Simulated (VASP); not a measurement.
# A VASP study of InGa (PBE): structure first, properties next, part 3 of 3

What structure does InGa take at this level, and what are its properties? The cell is invented: it takes the structure of a Materials Project entry for InBi (space group 216 there), with some of its atoms replaced by other elements, volume scaled by an estimate. It may not be a known or stable phase. Left out of this account: 1 further run (elastic: elastic constants of a metal on too coarse a mesh).

VASP 6.6.1; PBE; plane waves and PAW (In_d, Ga_d); invented cell.

Still holding for the runs below: The k-mesh is coarse for a metal.

So far. Step 4 (Density, ELF and potential (PBE)): In this run the pressure is -0.14 GPa, small enough to go on. Step 5 (Band structure (PBE)): There is no gap at this level. The relaxed cell has a = 6.349 Å (conventional setting).

## (6) Density of states (PBE)

Here the states are counted by energy and projected on the atoms. The mesh is finer than in the run before.

INCAR reads:

```
SYSTEM = InGa
PREC = Accurate
ENCUT = 400
EDIFF = 1E-06
NELM = 100
ISMEAR = -5
SIGMA = 0.05
LREAL = .FALSE.
ALGO = Normal
GGA = PE
LORBIT = 11
LWAVE = .FALSE.
LCHARG = .FALSE.
NEDOS = 2001
```

POSCAR reads:

```
InGa
1.0
    0.0000000000      3.1745305689      3.1745305689
    3.1745305689      0.0000000000      3.1745305689
    3.1745305689      3.1745305689      0.0000000000
In Ga
1 1
Direct
    0.0000000000      0.0000000000      0.0000000000
    0.2500000000      0.2500000000      0.2500000000
```

KPOINTS reads:

```
Automatic mesh
0
Gamma
9 9 9
0 0 0
```

Potentials, in the order of the species: In_d and Ga_d (PBE family, release 64).

Started as:

```bash
mpirun -np 1 vasp_std
```

Output:

```text
[... set-up lines as in an earlier step ...]
 entering main loop
       N       E                     dE             d eps       ncg     rms          rms(c)
DAV:   1     0.152121303079E+03    0.15212E+03   -0.11710E+04  1190   0.188E+03
DAV:   2     0.675185444275E+01   -0.14537E+03   -0.14402E+03  1206   0.357E+02
DAV:   3    -0.455920174143E+01   -0.11311E+02   -0.11282E+02  1459   0.114E+02
DAV:   4    -0.480532958569E+01   -0.24613E+00   -0.24576E+00  1479   0.182E+01
DAV:   5    -0.481615742325E+01   -0.10828E-01   -0.10837E-01  1827   0.303E+00    0.264E+00
DAV:   6    -0.479192741483E+01    0.24230E-01   -0.68666E-02  1537   0.534E+00    0.134E+00
DAV:   7    -0.479098201455E+01    0.94540E-03   -0.30191E-02  1810   0.317E+00    0.274E-01
DAV:   8    -0.479151705375E+01   -0.53504E-03   -0.52973E-03  1331   0.994E-01    0.444E-02
DAV:   9    -0.479159757812E+01   -0.80524E-04   -0.33882E-04  1454   0.467E-01    0.272E-02
DAV:  10    -0.479161951271E+01   -0.21935E-04   -0.50252E-05  1458   0.906E-02    0.699E-03
DAV:  11    -0.479162550962E+01   -0.59969E-05   -0.57738E-06  1487   0.660E-02    0.310E-03
DAV:  12    -0.479162667782E+01   -0.11682E-05   -0.16537E-06  1028   0.144E-02    0.120E-03
DAV:  13    -0.479162669129E+01   -0.13477E-07   -0.62713E-07   688   0.304E-02
   1 F= -.47916267E+01 E0= -.47916267E+01  d E =0.000000E+00
 -----------------------------------------------------------------------------
|                                                                             |
|           W    W    AA    RRRRR   N    N  II  N    N   GGGG   !!!           |
|           W    W   A  A   R    R  NN   N  II  NN   N  G    G  !!!           |
|           W    W  A    A  R    R  N N  N  II  N N  N  G       !!!           |
|           W WW W  AAAAAA  RRRRR   N  N N  II  N  N N  G  GGG   !            |
|           WW  WW  A    A  R   R   N   NN  II  N   NN  G    G                |
|           W    W  A    A  R    R  N    N  II  N    N   GGGG   !!!           |
|                                                                             |
|     Tetrahedron method does not include variations of the Fermi             |
|     occupations, so forces and stress will be inaccurate. We suggest        |
|     using a different smearing scheme ISMEAR = 1 or 2 for metals in         |
|     relaxations.                                                            |
|                                                                             |
 -----------------------------------------------------------------------------
```

Wall time 12 s (1 MPI rank of Intel Xeon 6975P-C (Granite Rapids), shared host); peak memory 0.17 GiB.

Parts of OUTCAR (step 6):

```text
   k-points           NKPTS =     35   k-points in BZ     NKDIM =     35   number of bands    NBANDS=     17

   NELECT =      26.0000    total number of electrons

 E-fermi :   3.1424

 k-point     1 :       0.0000    0.0000    0.0000
  band No.  band energies     occupation
    ...
      7     -11.0806      2.00000
      8     -11.0806      2.00000
      9     -11.0185      2.00000
     10     -11.0185      2.00000
     11      -5.3081      2.00000
     12       5.3439      0.00000
     13       5.5549      0.00000
     14       5.5549      0.00000
     15       5.5549      0.00000
     16       7.4475      0.00000
    ...

  Total       -0.1669142     -0.1669142     -0.1669142      0.0000000      0.0000000      0.0000000
  in kB       -4.1796068     -4.1796068     -4.1796068      0.0000000      0.0000000      0.0000000
  external PRESSURE =      -4.1796068 kB  Pullay stress =       0.0000000 kB

  FREE ENERGIE OF THE ION-ELECTRON SYSTEM (eV)
  ---------------------------------------------------
  free  energy   TOTEN  =        -4.7916266913 eV

  energy  without entropy=       -4.7916266913  energy(sigma->0) =       -4.79162669

[... 7 parts as in an earlier step ...]

[... 10 further parts left out ...]
```

With tetrahedra the forces and stress of a metal are not exact derivatives of the energy.

Numbers from this step:

| Item | Value |
| --- | --- |
| SCF cycles | 13 |
| irreducible k-points | 35 |
| free energy (TOTEN) | -4.792 eV |
| Fermi energy | 3.142 eV |
| pressure | -0.4180 GPa |
| DOS at the Fermi level | 1.630 states/eV/cell |

The density of states has structure finer than the step of the table below, so its rows give means over 0.5 eV, whole bins alone (the curve runs from -12.0 to 4.30 eV). Peaks (eV: height): total -3.99: 1.99, -1.39: 2.52, -0.38: 1.68, 3.67: 2.29; Ga p -3.99: 0.167, -1.39: 0.429, -0.06: 0.352, 3.67: 0.217; In p -3.99: 0.132, -1.39: 0.447, -0.10: 0.333, 3.67: 0.273; In s -6.47: 0.254, -4.43: 0.390, -3.99: 0.524, 3.54: 0.185; Ga s -6.47: 0.393, -3.99: 0.291, 3.58: 0.226.

States under -12.0 eV and over 4.3 eV are left out. The density of states by energy, zero at the Fermi level; means over each step; values in states/eV/cell:

```
energy (eV)   total     Ga p     In p     In s     Ga s
       -9.0       0        0        0        0        0
       -8.5  0.0419   5.7e-5   1.1e-4   0.0107   0.0119
       -8.0   0.315  0.00172  0.00267   0.0786   0.0901
       -7.5   0.512  0.00503  0.00813    0.123    0.150
       -7.0   0.743  0.00956   0.0171    0.170    0.227
       -6.5    1.09   0.0156   0.0327    0.232    0.357
       -6.0   0.902   0.0133   0.0392    0.154    0.330
       -5.5   0.382  0.00437   0.0225   0.0427    0.160
       -5.0  1.3e-4   1.1e-5   2.4e-6   5.6e-5   1.0e-5
       -4.5   0.556   0.0424   0.0159    0.215   0.0607
       -4.0    1.29    0.105   0.0772    0.364    0.192
       -3.5   0.692   0.0590   0.0487    0.173    0.118
       -3.0   0.457   0.0410   0.0351    0.107   0.0844
       -2.5   0.318   0.0304   0.0264   0.0705   0.0614
       -2.0   0.234   0.0239   0.0206   0.0496   0.0463
       -1.5   0.879    0.143    0.145   0.0413   0.0393
       -1.0    1.22    0.213    0.213   0.0470   0.0442
       -0.5    1.51    0.298    0.288   0.0378   0.0362
        0.0    1.61    0.345    0.325   0.0313   0.0306
        0.5    1.41    0.330    0.297   0.0210   0.0213
        1.0    1.14    0.290    0.250   0.0102   0.0106
        1.5   0.489    0.134    0.107  0.00311  0.00331
        2.0   0.173   0.0509   0.0373   3.1e-4   3.2e-4
        2.5   0.154  0.00917   0.0147   0.0110   0.0170
        3.0   0.811   0.0585   0.0802   0.0649   0.0851
        3.5    2.04    0.187    0.229    0.167    0.203
        4.0    1.26    0.135    0.132   0.0943    0.104
```

The finer mesh and the other smearing move the Fermi level by -0.01 eV from the 6×6×6 run, a small shift, which tests the Fermi level alone. Of the states within 0.3 eV of the Fermi level, the largest shares in the PAW spheres are Ga p 21 % and In p 20 %. The rest lies in smaller channels or between the spheres.

## (7) Core levels (PBE)

ICORELEVEL = 1 prints the core eigenvalues in the potential of the ground state.

INCAR, as its differences from that of step 6:

```diff
@@ -5,3 +5,3 @@
 NELM = 100
-ISMEAR = -5
+ISMEAR = 0
 SIGMA = 0.05
@@ -13,2 +13,2 @@
 LCHARG = .FALSE.
-NEDOS = 2001
+ICORELEVEL = 1
```

POSCAR is that of step 6.

KPOINTS reads:

```
Automatic mesh
0
Gamma
6 6 6
0 0 0
```

Started as:

```bash
mpirun -np 1 vasp_std
```

Output:

```text
[... set-up lines as in an earlier step ...]
 entering main loop
       N       E                     dE             d eps       ncg     rms          rms(c)
[... 11 cycles as in an earlier step ...]
   1 F= -.47816510E+01 E0= -.47804234E+01  d E =-.245517E-02
```

Elapsed: 6.2 s, on 1 MPI rank; peak memory 0.17 GiB.

From OUTCAR (step 7):

```text
   NELECT =      26.0000    total number of electrons

 the core state eigenenergies are
   1-  1s -27740.3795  2s  -4146.9032  2p  -3720.8860  3s   -780.8196  3p   -641.3744
       3d   -425.0476  4s   -112.0825  4p    -70.5527
   2-  1s -10221.1731  2s  -1254.5662  2p  -1091.0354  3s   -140.4534  3p    -91.1815

 E-fermi :   3.1482

[... 19 parts as in an earlier step ...]

[... 2 further parts left out ...]
```

These are scalar-relativistic Kohn-Sham levels of the ground state, with no core hole, so they are not binding energies.

Numbers from this step:

```yaml
scf_cycles: 12
irreducible_k_points: 16
free_energy_toten: -4.782 eV
fermi_energy: 3.148 eV
pressure: -0.1373 GPa
```

Kohn-Sham core levels, initial state. Core levels, by row:

```
atom  shell  level below the Fermi level (eV)
 In1     1s                             27744
 In1     2s                              4150
 In1     2p                              3724
 In1     3s                               784
 In1     3p                             644.5
 In1     3d                             428.2
 In1     4s                             115.2
 In1     4p                              73.7
 Ga2     1s                             10224
 Ga2     2s                              1258
 Ga2     2p                              1094
 Ga2     3s                             143.6
 Ga2     3p                             94.33
```

## (8) Outcome

| Property | Result |
| --- | --- |
| relaxed volume | 31.99 Å³/atom |
| relaxed conventional cell a, b, c | 6.349, 6.349, 6.349 Å |
| space group after relaxing, within 0.02 Å | F-43m (No. 216) |
| band gap | none, a metal |
| DOS at the Fermi level | 1.63 states/eV/cell |
| shallowest level of the frozen cores | In1 4p, 73.7 eV deep |

In words: With PBE, InGa relaxes to 31.99 Å³/atom in space group F-43m (held by the symmetry of the run) and comes out as a metal. Band structure (PBE): Of the bands kept, 3 cross the Fermi level on this path. Spin-orbit coupling is left out, and with elements this heavy it would split and shift bands near the Fermi level. The k-sampling is coarse for a metal, so the Fermi level, pressures and the shape of the cell carry errors. No search among competing phases was made. All values are for a static lattice at zero temperature.

[Lines on the potential files, build, host, timing and source positions are cut from VASP's logs without a mark.]

[Logs are printed without paths, hosts, clocks, repeated set-up lines and the standing remarks that a program may print on its own settings, such as how far it seeks lower states.]

[Hosts, paths, dates, database ids (printed as entryN), source tags and the programs' standing remarks are cut or masked in the printed files.]

[A measured line is paired with the nearest computed mode of its activity, which favours agreement.]
